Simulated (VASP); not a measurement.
# Iridium: structure and properties in VASP, part 3 of 4

Aim: relax Iridium, then compute properties on the relaxed cell. Left out of this account: 1 further run (phonons: it ended without a result to show). The start is a cell from a database of measured crystal structures.

VASP 6.6.1, plane waves and PAW; the level of theory is named at each step.

Still holding for the runs below: This run has no spin polarisation. Its electron count is odd, so without a moment it is a metal by construction.

So far. Step 4 (Density, ELF and potential (optB86b-vdW)): In this run the pressure is -0.01 GPa, small enough to go on. Step 5 (Band structure (optB86b-vdW)): There is no gap at this level.

## 6. Total and projected DOS (optB86b-vdW)

Level of this step: optB86b-vdW; plane waves and PAW (Ir) (VASP).

Here the states are counted by energy and projected on the atoms. The mesh is finer than in the run before.

The input, INCAR:

```
SYSTEM = Ir
PREC = Accurate
ENCUT = 400
EDIFF = 1E-06
NELM = 100
ISMEAR = -5
SIGMA = 0.2
LREAL = .FALSE.
ALGO = Normal
GGA = MK
AGGAC = 0
LUSE_VDW = .TRUE.
PARAM1 = 0.1234
PARAM2 = 1
LASPH = .TRUE.
NBANDS = 15
LORBIT = 11
LWAVE = .FALSE.
LCHARG = .FALSE.
KPAR = 2
NEDOS = 2001
```

The input, POSCAR:

```
Ir
1.0
    0.0000000000      1.9304145496      1.9304145496
    1.9304145496      0.0000000000      1.9304145496
    1.9304145496      1.9304145496      0.0000000000
Ir
1
Direct
    0.0000000000      0.0000000000      0.0000000000
```

The input, KPOINTS:

```
Automatic mesh
0
Gamma
15 15 15
0 0 0
```

Potentials, in the order of the species: Ir (PBE family, release 64).

Run with:

```bash
> mpirun -np 2 vasp_std
```

Output:

```text
[... set-up lines as in an earlier step ...]
 entering main loop
       N       E                     dE             d eps       ncg     rms          rms(c)
DAV:   1     0.446079112987E+02    0.44608E+02   -0.33295E+03  3664   0.431E+02
DAV:   2    -0.622488382821E+01   -0.50833E+02   -0.47418E+02  4349   0.142E+02
DAV:   3    -0.715766959115E+01   -0.93279E+00   -0.93038E+00  4811   0.208E+01
DAV:   4    -0.716321890104E+01   -0.55493E-02   -0.55452E-02  4329   0.158E+00
DAV:   5    -0.716328095947E+01   -0.62058E-04   -0.62063E-04  4818   0.153E-01    0.145E+01
DAV:   6    -0.668911389190E+01    0.47417E+00   -0.67415E-01  5133   0.742E+00    0.582E+00
DAV:   7    -0.660810471875E+01    0.81009E-01   -0.21876E-01  5523   0.374E+00    0.146E+00
DAV:   8    -0.660522457606E+01    0.28801E-02   -0.30349E-03  4237   0.395E-01    0.103E+00
DAV:   9    -0.660203448108E+01    0.31901E-02   -0.17324E-03  5098   0.432E-01    0.432E-02
DAV:  10    -0.660203965286E+01   -0.51718E-05   -0.29443E-05  4467   0.309E-02    0.276E-02
DAV:  11    -0.660204004759E+01   -0.39473E-06   -0.98847E-07  5031   0.657E-03
   1 F= -.66020400E+01 E0= -.66020400E+01  d E =0.000000E+00
 -----------------------------------------------------------------------------
|                                                                             |
|           W    W    AA    RRRRR   N    N  II  N    N   GGGG   !!!           |
|           W    W   A  A   R    R  NN   N  II  NN   N  G    G  !!!           |
|           W    W  A    A  R    R  N N  N  II  N N  N  G       !!!           |
|           W WW W  AAAAAA  RRRRR   N  N N  II  N  N N  G  GGG   !            |
|           WW  WW  A    A  R   R   N   NN  II  N   NN  G    G                |
|           W    W  A    A  R    R  N    N  II  N    N   GGGG   !!!           |
|                                                                             |
|     Tetrahedron method does not include variations of the Fermi             |
|     occupations, so forces and stress will be inaccurate. We suggest        |
|     using a different smearing scheme ISMEAR = 1 or 2 for metals in         |
|     relaxations.                                                            |
|                                                                             |
 -----------------------------------------------------------------------------
```

Run time: 19 s. Hardware: 2 MPI ranks of AMD EPYC 7R43, shared host; peak memory 0.36 GiB.

OUTCAR, selected parts (step 6):

```text
   k-points           NKPTS =    120   k-points in BZ     NKDIM =    120   number of bands    NBANDS=     15

   NELECT =       9.0000    total number of electrons

 E-fermi :  10.0140

 k-point     1 :       0.0000    0.0000    0.0000
  band No.  band energies     occupation
    ...
      2       6.2362      2.00000
      3       6.2362      2.00000
      4       6.2362      2.00000
      5       8.8514      2.00000
      6       8.8514      2.00000
      7      24.5206      0.00000
      8      29.9305      0.00000
      9      29.9305      0.00000
     10      29.9305      0.00000
     11      34.8651      0.00000
    ...

Total vdW correction in eV:      1.0811894

  Total       -0.0102975     -0.0102975     -0.0102975      0.0000000      0.0000000     -0.0000000
  in kB       -1.1467254     -1.1467254     -1.1467254      0.0000000      0.0000000     -0.0000000
  external PRESSURE =      -1.1467254 kB  Pullay stress =       0.0000000 kB

 POSITION                                       TOTAL-FORCE (eV/Angst)
 -----------------------------------------------------------------------------------
      0.00000      0.00000      0.00000        -0.000000     -0.000000     -0.000000
 -----------------------------------------------------------------------------------
    total drift:                                0.000000     -0.000000      0.000000

  FREE ENERGIE OF THE ION-ELECTRON SYSTEM (eV)
  ---------------------------------------------------
  free  energy   TOTEN  =        -6.6020400476 eV

  energy  without entropy=       -6.6020400476  energy(sigma->0) =       -6.60204005

Total vdW correction in eV:      1.0812020

[... 6 parts as in an earlier step ...]

[... 10 further parts left out ...]
```

With tetrahedra the forces and stress of a metal are not exact derivatives of the energy.

Numbers from this step:

| Property | Result |
| --- | --- |
| SCF cycles | 11 |
| irreducible k-points | 120 |
| free energy (TOTEN) | -6.602 eV |
| Fermi energy | 10.01 eV |
| pressure | -0.1147 GPa |
| DOS at the Fermi level | 0.9192 states/eV/cell |

The density of states has structure finer than the step of the table below, so its rows give means over 0.5 eV, whole bins alone (the curve runs from -12.0 to 7.94 eV). Peaks (eV: height): total -6.73: 1.30, -3.30: 2.27, -1.62: 1.50, 0.79: 1.81; Ir d -6.73: 0.932, -3.30: 1.94, -1.62: 1.30, 0.79: 1.71; Ir p -5.34: 0.128, -3.52: 0.178, -2.79: 0.124, 7.87: 0.110; Ir s -7.24: 0.241, -3.96: 0.0511, 6.19: 0.0794, 7.07: 0.177.

States under -12.0 eV and over 7.9 eV are left out. The density of states by energy, zero at the Fermi level; means over each step; values in states/eV/cell:

```tsv
energy (eV)	total	Ir d	Ir p	Ir s
-11.5	0	0	0	0
-11.0	0.00228	0	2.0e-5	0.00191
-10.5	0.0340	3.0e-5	0.00101	0.0278
-10.0	0.0585	6.6e-4	0.00331	0.0457
-9.5	0.0820	0.00230	0.00680	0.0606
-9.0	0.110	0.00626	0.0114	0.0760
-8.5	0.151	0.0172	0.0180	0.0949
-8.0	0.290	0.0854	0.0284	0.142
-7.5	0.680	0.346	0.0481	0.215
-7.0	1.11	0.710	0.0705	0.220
-6.5	1.23	0.912	0.0717	0.141
-6.0	1.05	0.824	0.0767	0.0643
-5.5	0.917	0.739	0.0894	0.0135
-5.0	1.08	0.880	0.0958	0.0129
-4.5	1.24	1.01	0.115	0.0261
-4.0	1.44	1.14	0.152	0.0409
-3.5	1.85	1.53	0.166	0.0384
-3.0	1.17	0.952	0.118	0.0282
-2.5	1.01	0.825	0.101	0.0165
-2.0	1.06	0.900	0.0833	0.0134
-1.5	1.21	1.05	0.0727	0.0184
-1.0	0.923	0.821	0.0467	0.0100
-0.5	0.891	0.809	0.0362	0.00758
0.0	0.938	0.867	0.0282	0.00666
0.5	1.45	1.36	0.0313	0.0120
1.0	1.14	1.07	0.0303	0.0134
1.5	0.385	0.321	0.0344	0.0154
2.0	0.275	0.198	0.0450	0.0185
2.5	0.277	0.179	0.0581	0.0244
3.0	0.277	0.169	0.0651	0.0270
3.5	0.275	0.153	0.0708	0.0327
4.0	0.272	0.139	0.0767	0.0373
4.5	0.258	0.118	0.0772	0.0415
5.0	0.246	0.102	0.0749	0.0461
5.5	0.238	0.0885	0.0714	0.0539
6.0	0.232	0.0767	0.0669	0.0624
6.5	0.138	0.0426	0.0336	0.0459
7.0	0.353	0.121	0.0556	0.140
7.5	0.347	0.106	0.0835	0.116
```

The finer mesh and the other smearing move the Fermi level by -0.09 eV from the 10×10×10 run, one measure of the sampling error in the zero of the bands above. Of the states within 0.3 eV of the Fermi level, the largest shares in the PAW spheres are Ir d 93 %. The rest lies in smaller channels or between the spheres.

## 7. Volume scan with optB86b-vdW

An equation of state needs energies on both sides of the minimum, all on one mesh and cutoff.

Changes to INCAR since step 6:

```diff
@@ -5,3 +5,3 @@
 NELM = 100
-ISMEAR = -5
+ISMEAR = 1
 SIGMA = 0.2
@@ -15,3 +15,3 @@
 LASPH = .TRUE.
-NBANDS = 15
+NBANDS = 10
 LORBIT = 11
@@ -20,2 +20,2 @@
 KPAR = 2
-NEDOS = 2001
+ISIF = 2
```

The input, POSCAR:

```
Ir
1.0
    0.0000000000      1.8910072769      1.8910072769
    1.8910072769      0.0000000000      1.8910072769
    1.8910072769      1.8910072769      0.0000000000
Ir
1
Direct
    0.0000000000      0.0000000000      0.0000000000
```

The input, KPOINTS:

```
Automatic mesh
0
Gamma
10 10 10
0 0 0
```

Run with:

```bash
> mpirun -np 2 vasp_std
```

Output:

```text
[... set-up lines as in an earlier step ...]
 entering main loop
       N       E                     dE             d eps       ncg     rms          rms(c)
DAV:   1     0.423165247720E+02    0.42317E+02   -0.36621E+03   956   0.658E+02
DAV:   2    -0.636623606508E+01   -0.48683E+02   -0.46055E+02   988   0.179E+02
DAV:   3    -0.705853069040E+01   -0.69229E+00   -0.69106E+00  1112   0.254E+01
DAV:   4    -0.706502147139E+01   -0.64908E-02   -0.64901E-02  1072   0.235E+00
DAV:   5    -0.706514888842E+01   -0.12742E-03   -0.12742E-03  1126   0.298E-01    0.172E+01
DAV:   6    -0.663652834608E+01    0.42862E+00   -0.67109E-01  1054   0.100E+01    0.732E+00
DAV:   7    -0.654482905542E+01    0.91699E-01   -0.24946E-01  1142   0.566E+00    0.143E+00
DAV:   8    -0.654116896550E+01    0.36601E-02   -0.20887E-03  1024   0.501E-01    0.890E-01
DAV:   9    -0.653845850015E+01    0.27105E-02   -0.19232E-03  1044   0.602E-01    0.165E-02
DAV:  10    -0.653846537083E+01   -0.68707E-05   -0.12424E-05  1334   0.320E-02    0.301E-02
DAV:  11    -0.653846511179E+01    0.25904E-06   -0.79552E-07   644   0.128E-02
   1 F= -.65384651E+01 E0= -.65382033E+01  d E =-.785465E-03
```

Wall time 14 s (2 MPI ranks); peak memory 0.36 GiB; 26 s of CPU time.

From OUTCAR (step 7):

```text
   ENCUT  =  400.0 eV  29.40 Ry    5.42 a.u.   4.36  4.36  4.36*2*pi/ulx,y,z

   NELECT =       9.0000    total number of electrons

 E-fermi :  11.2083

 k-point     1 :       0.0000    0.0000    0.0000
  band No.  band energies     occupation
    ...
      2       6.9547      2.00000
      3       6.9547      2.00000
      4       6.9547      2.00000
      5       9.8462      2.00000
      6       9.8462      2.00000
      7      25.4779      0.00000
      8      31.2729      0.00000
      9      31.2729      0.00000
     10      31.2729      0.00000

Total vdW correction in eV:      1.0194829

  Total        2.2347769      2.2347769      2.2347769     -0.0000000     -0.0000000      0.0000000
  in kB      264.7495051    264.7495051    264.7495051     -0.0000000     -0.0000000      0.0000000
  external PRESSURE =     264.7495051 kB  Pullay stress =       0.0000000 kB

 POSITION                                       TOTAL-FORCE (eV/Angst)
 -----------------------------------------------------------------------------------
      0.00000      0.00000      0.00000        -0.000000      0.000000      0.000000
 -----------------------------------------------------------------------------------
    total drift:                                0.000000     -0.000000      0.000000

  FREE ENERGIE OF THE ION-ELECTRON SYSTEM (eV)
  ---------------------------------------------------
  free  energy   TOTEN  =        -6.5384651118 eV

  energy  without entropy=       -6.5376796466  energy(sigma->0) =       -6.53820329

Total vdW correction in eV:      1.0194839

[... 5 parts as in an earlier step ...]

[... 11 further parts left out ...]
```

The scan keeps the cell's shape and the fractional positions fixed.

Numbers from this step:

```yaml
bands: 10
irreducible_k_points: 47
free_energy_toten: -6.538 eV
energy_at_zero_smearing: -6.538 eV
fermi_energy: 11.21 eV
pressure: 26.47 GPa
```

The pressure here is 26.47 GPa.

## 8. Volume scan with optB86b-vdW (run 2)

INCAR is that of step 7.

The input, POSCAR:

```
Ir
1.0
    0.0000000000      1.9043246683      1.9043246683
    1.9043246683      0.0000000000      1.9043246683
    1.9043246683      1.9043246683      0.0000000000
Ir
1
Direct
    0.0000000000      0.0000000000      0.0000000000
```

KPOINTS is that of step 7.

Run with:

```bash
> mpirun -np 2 vasp_std
```

Output:

```text
[... set-up lines as in an earlier step ...]
 entering main loop
       N       E                     dE             d eps       ncg     rms          rms(c)
DAV:   1     0.404609879682E+02    0.40461E+02   -0.36768E+03   988   0.657E+02
DAV:   2    -0.645807900918E+01   -0.46919E+02   -0.44194E+02   984   0.176E+02
DAV:   3    -0.710849155788E+01   -0.65041E+00   -0.64820E+00  1092   0.247E+01
DAV:   4    -0.711433861778E+01   -0.58471E-02   -0.58461E-02  1056   0.229E+00
DAV:   5    -0.711445330199E+01   -0.11468E-03   -0.11468E-03  1076   0.307E-01    0.162E+01
DAV:   6    -0.667178474572E+01    0.44267E+00   -0.72813E-01  1038   0.104E+01    0.677E+00
DAV:   7    -0.658315952698E+01    0.88625E-01   -0.25174E-01  1118   0.564E+00    0.143E+00
DAV:   8    -0.657994793395E+01    0.32116E-02   -0.21619E-03  1028   0.486E-01    0.965E-01
DAV:   9    -0.657690564936E+01    0.30423E-02   -0.20382E-03  1046   0.616E-01    0.185E-02
DAV:  10    -0.657691127008E+01   -0.56207E-05   -0.13171E-05  1314   0.330E-02    0.317E-02
DAV:  11    -0.657691159294E+01   -0.32286E-06   -0.92765E-07   662   0.132E-02
   1 F= -.65769116E+01 E0= -.65766502E+01  d E =-.784328E-03
```

Run time: 11 s. Hardware: 2 MPI ranks; peak memory 0.35 GiB.

Parts of OUTCAR (step 8):

```text
   ENCUT  =  400.0 eV  29.40 Ry    5.42 a.u.   4.39  4.39  4.39*2*pi/ulx,y,z

   NELECT =       9.0000    total number of electrons

 E-fermi :  10.8240

 k-point     1 :       0.0000    0.0000    0.0000
  band No.  band energies     occupation
    ...
      2       6.7065      2.00000
      3       6.7065      2.00000
      4       6.7065      2.00000
      5       9.5031      2.00000
      6       9.5031      2.00000
      7      25.1471      0.00000
      8      30.8126      0.00000
      9      30.8126      0.00000
     10      30.8126      0.00000

Total vdW correction in eV:      1.0406106

  Total        1.4271241      1.4271241      1.4271241      0.0000000     -0.0000000     -0.0000000
  in kB      165.5462519    165.5462519    165.5462519      0.0000000     -0.0000000     -0.0000000
  external PRESSURE =     165.5462519 kB  Pullay stress =       0.0000000 kB

 POSITION                                       TOTAL-FORCE (eV/Angst)
 -----------------------------------------------------------------------------------
      0.00000      0.00000      0.00000        -0.000000     -0.000000      0.000000
 -----------------------------------------------------------------------------------
    total drift:                                0.000000     -0.000000      0.000000

  FREE ENERGIE OF THE ION-ELECTRON SYSTEM (eV)
  ---------------------------------------------------
  free  energy   TOTEN  =        -6.5769115929 eV

  energy  without entropy=       -6.5761272645  energy(sigma->0) =       -6.57665015

Total vdW correction in eV:      1.0406107

[... 5 parts as in an earlier step ...]

[... 11 further parts left out ...]
```

Numbers from this step:

```yaml
free_energy_toten: -6.577 eV
energy_at_zero_smearing: -6.577 eV
fermi_energy: 10.82 eV
pressure: 16.55 GPa
```

The pressure falls from 26.47 to 16.55 GPa.

The run ends at a pressure of 16.55 GPa.

## 9. Volume scan with optB86b-vdW (run 3)

INCAR is that of step 8.

The input, POSCAR:

```
Ir
1.0
    0.0000000000      1.9174583569      1.9174583569
    1.9174583569      0.0000000000      1.9174583569
    1.9174583569      1.9174583569      0.0000000000
Ir
1
Direct
    0.0000000000      0.0000000000      0.0000000000
```

KPOINTS is that of step 8.

Run with:

```bash
> mpirun -np 2 vasp_std
```

Output:

```text
[... set-up lines as in an earlier step ...]
 entering main loop
       N       E                     dE             d eps       ncg     rms          rms(c)
DAV:   1     0.424268428889E+02    0.42427E+02   -0.37373E+03   996   0.658E+02
DAV:   2    -0.639668994843E+01   -0.48824E+02   -0.46334E+02   992   0.181E+02
DAV:   3    -0.714025601258E+01   -0.74357E+00   -0.74268E+00  1106   0.264E+01
DAV:   4    -0.714670918226E+01   -0.64532E-02   -0.64526E-02  1080   0.231E+00
[...]
DAV:   9    -0.659857517938E+01    0.31356E-02   -0.20331E-03  1048   0.611E-01    0.172E-02
DAV:  10    -0.659858090806E+01   -0.57287E-05   -0.12757E-05  1316   0.324E-02    0.315E-02
DAV:  11    -0.659858151525E+01   -0.60719E-06   -0.97351E-07   668   0.133E-02
   1 F= -.65985815E+01 E0= -.65983175E+01  d E =-.791988E-03
```

Elapsed: 11 s, on 2 MPI ranks; peak memory 0.34 GiB.

Parts of OUTCAR (step 9):

```text
  Total        0.6834312      0.6834312      0.6834312      0.0000000      0.0000000      0.0000000
  in kB       77.6600267     77.6600267     77.6600267      0.0000000      0.0000000      0.0000000
  external PRESSURE =      77.6600267 kB  Pullay stress =       0.0000000 kB

  FREE ENERGIE OF THE ION-ELECTRON SYSTEM (eV)
  ---------------------------------------------------
  free  energy   TOTEN  =        -6.5985815152 eV

  energy  without entropy=       -6.5977895276  energy(sigma->0) =       -6.59831752

[... 2 parts as in an earlier step ...]

[... 2 further parts left out ...]
[key lines of the parts left out:]
E-fermi :  10.4552
```

The pressure falls from 16.55 to 7.77 GPa.

The run ends at a pressure of 7.77 GPa.

## 10. Volume scan with optB86b-vdW (run 4)

INCAR is that of step 9.

The input, POSCAR:

```
Ir
1.0
    0.0000000000      1.9304145496      1.9304145496
    1.9304145496      0.0000000000      1.9304145496
    1.9304145496      1.9304145496      0.0000000000
Ir
1
Direct
    0.0000000000      0.0000000000      0.0000000000
```

KPOINTS is that of step 9.

Run with:

```bash
> mpirun -np 2 vasp_std
```

Output:

```text
[... set-up lines as in an earlier step ...]
 entering main loop
       N       E                     dE             d eps       ncg     rms          rms(c)
[... 11 cycles as in an earlier step ...]
   1 F= -.66053861E+01 E0= -.66051181E+01  d E =-.803947E-03
```

The job ended after 11 s (2 MPI ranks; peak memory 0.35 GiB; 20 s of CPU time).

Parts of OUTCAR (step 10):

```text
[... 6 parts as in an earlier step ...]

[... 1 further part left out ...]
[key lines of the parts left out:]
E-fermi :  10.1008
```

The pressure falls from 7.77 to -0.01 GPa.

The run ends at a pressure of -0.01 GPa.

## 11. Volume scan with optB86b-vdW (run 5)

INCAR is that of step 10.

The input, POSCAR:

```
Ir
1.0
    0.0000000000      1.9431991245      1.9431991245
    1.9431991245      0.0000000000      1.9431991245
    1.9431991245      1.9431991245      0.0000000000
Ir
1
Direct
    0.0000000000      0.0000000000      0.0000000000
```

KPOINTS is that of step 10.

Run with:

```bash
> mpirun -np 2 vasp_std
```

Output:

```text
[... set-up lines as in an earlier step ...]
 entering main loop
       N       E                     dE             d eps       ncg     rms          rms(c)
DAV:   1     0.407660384367E+02    0.40766E+02   -0.37906E+03   980   0.662E+02
DAV:   2    -0.643036772895E+01   -0.47196E+02   -0.44514E+02   982   0.175E+02
DAV:   3    -0.716172381017E+01   -0.73136E+00   -0.73019E+00  1124   0.260E+01
DAV:   4    -0.716763064782E+01   -0.59068E-02   -0.59058E-02  1044   0.220E+00
[...]
DAV:   9    -0.659903016892E+01    0.31162E-02   -0.19453E-03  1064   0.590E-01    0.154E-02
DAV:  10    -0.659903658065E+01   -0.64117E-05   -0.11419E-05  1284   0.302E-02    0.307E-02
DAV:  11    -0.659903751104E+01   -0.93039E-06   -0.10087E-06   704   0.132E-02
   1 F= -.65990375E+01 E0= -.65987651E+01  d E =-.817086E-03
```

Run time: 11 s. Hardware: 2 MPI ranks; peak memory 0.35 GiB; 20 s of CPU time.

From OUTCAR (step 11):

```text
  Total       -0.6321158     -0.6321158     -0.6321158     -0.0000000      0.0000000     -0.0000000
  in kB      -69.0121118    -69.0121118    -69.0121118     -0.0000000      0.0000000     -0.0000000
  external PRESSURE =     -69.0121118 kB  Pullay stress =       0.0000000 kB

  FREE ENERGIE OF THE ION-ELECTRON SYSTEM (eV)
  ---------------------------------------------------
  free  energy   TOTEN  =        -6.5990375110 eV

  energy  without entropy=       -6.5982204246  energy(sigma->0) =       -6.59876515

[... 2 parts as in an earlier step ...]

[... 2 further parts left out ...]
[key lines of the parts left out:]
E-fermi :   9.7602
```

The pressure falls from -0.01 to -6.90 GPa.

The run ends at a pressure of -6.90 GPa.

[end of part 3 of 4]

[Lines on the potential files, build, host, timing and source positions are cut from VASP's logs without a mark.]

[Logs are printed without paths, hosts, clocks, repeated set-up lines and the standing remarks that a program may print on its own settings, such as how far it seeks lower states.]

[Hosts, paths, dates, database ids (printed as entryN), source tags and the programs' standing remarks are cut or masked in the printed files.]

[A measured line is paired with the nearest computed mode of its activity, which favours agreement.]
